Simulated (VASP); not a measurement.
Output of a VASP run:

### OSZICAR
```
       N       E                     dE             d eps       ncg     rms          rms(c)
DAV:   1     0.119176472235E+03    0.11918E+03   -0.91939E+03  1037   0.181E+03
DAV:   2    -0.423580594881E+01   -0.12341E+03   -0.11566E+03  1111   0.410E+02
DAV:   3    -0.100556134810E+02   -0.58198E+01   -0.58049E+01  1193   0.895E+01
DAV:   4    -0.101055288638E+02   -0.49915E-01   -0.49905E-01  1124   0.856E+00
DAV:   5    -0.101059813033E+02   -0.45244E-03   -0.45243E-03  1205   0.829E-01    0.518E+00
DAV:   6    -0.929635499592E+01    0.80963E+00   -0.32028E+00  1258   0.214E+01    0.167E+00
DAV:   7    -0.926969711704E+01    0.26658E-01   -0.32609E-02  1067   0.254E+00    0.957E-01
DAV:   8    -0.925502485657E+01    0.14672E-01   -0.16158E-02  1190   0.318E+00    0.103E-01
DAV:   9    -0.925511721525E+01   -0.92359E-04   -0.15467E-03  1271   0.504E-01    0.603E-02
DAV:  10    -0.925507719318E+01    0.40022E-04   -0.24843E-04  1082   0.238E-01    0.747E-03
DAV:  11    -0.925507728135E+01   -0.88167E-07   -0.58012E-06  1109   0.301E-02
   1 F= -.67366712E+01 E0= -.67366712E+01  d E =-.673667E+01
       N       E                     dE             d eps       ncg     rms          rms(c)
DAV:   1    -0.101074111108E+02   -0.85233E+00   -0.19320E+01  1199   0.731E+01    0.790E+00
DAV:   2    -0.919073286733E+01    0.91668E+00   -0.31785E+00  1100   0.205E+01    0.222E+00
DAV:   3    -0.911487634755E+01    0.75857E-01   -0.12389E-01  1172   0.885E+00    0.113E+00
DAV:   4    -0.908354091523E+01    0.31335E-01   -0.18648E-02  1190   0.523E+00    0.159E-01
DAV:   5    -0.908227035471E+01    0.12706E-02   -0.27329E-03  1227   0.105E+00    0.343E-02
DAV:   6    -0.908210391067E+01    0.16644E-03   -0.28208E-04  1232   0.357E-01    0.210E-02
DAV:   7    -0.908209216356E+01    0.11747E-04   -0.24292E-05  1160   0.707E-02    0.686E-03
DAV:   8    -0.908208884304E+01    0.33205E-05   -0.41070E-06   986   0.557E-02    0.433E-03
DAV:   9    -0.908208872603E+01    0.11701E-06   -0.45788E-07   532   0.890E-03
   2 F= -.67856171E+01 E0= -.67856171E+01  d E =-.489459E-01
       N       E                     dE             d eps       ncg     rms          rms(c)
DAV:   1    -0.913618060531E+01   -0.54092E-01   -0.41894E-01  1196   0.114E+01    0.113E+00
DAV:   2    -0.911716396311E+01    0.19017E-01   -0.65912E-02  1136   0.292E+00    0.311E-01
DAV:   3    -0.911557525301E+01    0.15887E-02   -0.20913E-03  1169   0.128E+00    0.156E-01
DAV:   4    -0.911492792142E+01    0.64733E-03   -0.36002E-04  1184   0.758E-01    0.191E-02
DAV:   5    -0.911490415060E+01    0.23771E-04   -0.52290E-05  1179   0.145E-01    0.451E-03
DAV:   6    -0.911490108434E+01    0.30663E-05   -0.48745E-06  1019   0.425E-02    0.297E-03
DAV:   7    -0.911490069081E+01    0.39353E-06   -0.49963E-07   562   0.104E-02
   3 F= -.67872437E+01 E0= -.67872437E+01  d E =-.505724E-01
```

### OUTCAR
```
------------------------ aborting loop because EDIFF is reached ----------------------------------------
  FORCE on cell =-STRESS in cart. coord.  units (eV):
  Direction    XX          YY          ZZ          XY          YZ          ZX
  --------------------------------------------------------------------------------------
  Total        2.3210433      2.3210433      2.3210433     -0.0000000     -0.0000000     -0.0000000
  in kB      199.4317262    199.4317262    199.4317262     -0.0000000     -0.0000000     -0.0000000
  external PRESSURE =      -0.5682738 kB  Pullay stress =     200.0000000 kB
  volume of cell :       18.65
      direct lattice vectors                 reciprocal lattice vectors
    -0.000000000  2.104698348  2.104698348    -0.237563735  0.237563735  0.237563735
     2.104698348 -0.000000000  2.104698348     0.237563735 -0.237563735  0.237563735
     2.104698348  2.104698348 -0.000000000     0.237563735  0.237563735 -0.237563735
  FREE ENERGIE OF THE ION-ELECTRON SYSTEM (eV)
  ---------------------------------------------------
  free  energy   TOTEN  =        -9.1149006908 eV

  energy  without entropy=       -9.1149006908  energy(sigma->0) =       -9.11490069
  enthalpy is  TOTEN    =        -6.7872436616 eV   P V=        2.3276570292

 reached required accuracy - stopping structural energy minimisation
```
(Selected blocks of OUTCAR.)

POSCAR:
```
NaF
1
    0.0000000000     2.1606882754     2.1606882754
    2.1606882754     0.0000000000     2.1606882754
    2.1606882754     2.1606882754     0.0000000000
Na F
1 1
Direct
  0.0000000000   0.0000000000   0.0000000000
  0.5000000000   0.5000000000   0.5000000000
```

### Question
Write an INCAR and KPOINTS that could have produced this output.

### Answer
Several could match; the one computed here: the input of the run itself, LDA (Ceperley-Alder, Perdew-Zunger), plane waves, VASP's LDA PAW potentials (set 64).

### INCAR
```
SYSTEM = NaF
PREC = Accurate
ENCUT = 620
EDIFF = 1E-6
NELM = 100
ALGO = Normal
LREAL = .FALSE.
LASPH = .TRUE.
ISMEAR = 0
SIGMA = 0.05
LWAVE = .FALSE.
LCHARG = .FALSE.
IBRION = 2
ISIF = 3
NSW = 40
EDIFFG = -0.02
PSTRESS = 200
```

File KPOINTS:
```
K-points
0
Gamma
 10 10 10
```

POTCAR, in this order: Na_pv F (LDA.64 set). Program: vasp_std.

Energy and stress use the plane-wave basis of the starting cell.

The compound is NaF in the rock salt structure. This run relaxes it under an external pressure of 20 GPa. Symmetry was kept, so distortions that lower it aren't found.
